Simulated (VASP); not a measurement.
The system is SnSe2.

```
Sn Se
1.0
     3.81100    0.00000    0.00000
    -1.90550    3.30042    0.00000
     0.00000    0.00000    6.13600
Sn Se
1 2
Cartesian
  0.0000 0.0000 0.0000
  0.0000 2.2003 1.5279
  1.9055 1.1001 4.6081
```

| Property | Result |
| --- | --- |
| Program | VASP 6.6.1 |
| Task | relaxation of cell and atoms |
| Functional | rev-vdW-DF2 |
| Potentials or basis | VASP PAW PBE potentials, release 64 (Sn_d, Se) |
| Cutoff | 600 eV |
| k mesh | 9 × 9 × 5 |
| Occupations | gaussian, width 0.03 eV |
| Spin | no spin polarisation |

At the start: pressure 4.5 GPa; volume 25.73 Å³/atom.

Q: Where does the relaxation end?

A: Over 14 steps the energy falls by 29.7 meV/atom and the volume is 26.28 Å³/atom (+2.2 %); space group P-3m1 (No. 164, to 0.05 Å).

The path:
| step | energy change (eV) | largest force (eV/Å) | pressure (GPa) | volume (Å³) |
| --- | --- | --- | --- | --- |
| 1 | 0.0000 | 0.8989 | 4.49 | 77.18 |
| 2 | -0.0305 | 0.3940 | -3.26 | 85.51 |
| 3 | -0.0807 | 0.1226 | -0.34 | 81.64 |
| 4 | -0.0807 | 0.1357 | -0.19 | 81.55 |
| 5 | -0.0828 | 0.0997 | -0.13 | 81.20 |
| 6 | -0.0838 | 0.0585 | -0.03 | 80.80 |
| 7 | -0.0839 | 0.0464 | 0.01 | 80.68 |
| 8 | -0.0849 | 0.0314 | -0.06 | 80.55 |
| 9 | -0.0870 | 0.0116 | -0.26 | 80.18 |
| 10 | -0.0877 | 0.0933 | -0.57 | 79.43 |
| 11 | -0.0880 | 0.0606 | -0.44 | 79.72 |
| 12 | -0.0885 | 0.0452 | -0.34 | 79.47 |
| 13 | -0.0891 | 0.0024 | 0.06 | 78.72 |
| 14 | -0.0891 | 0.0051 | 0.00 | 78.84 |

Final structure:
```
CELL_PARAMETERS angstrom
3.86583 0.00000 0.00000
-1.93291 3.34790 0.00000
0.00000 0.00000 6.09150
ATOMIC_POSITIONS crystal
Sn 0.00000 0.00000 0.00000
Se 0.33333 0.66667 0.26279
Se 0.66667 0.33333 0.73721
```

Caveat: the PAW data sets were made with another functional, which shifts forces and pressure a little.
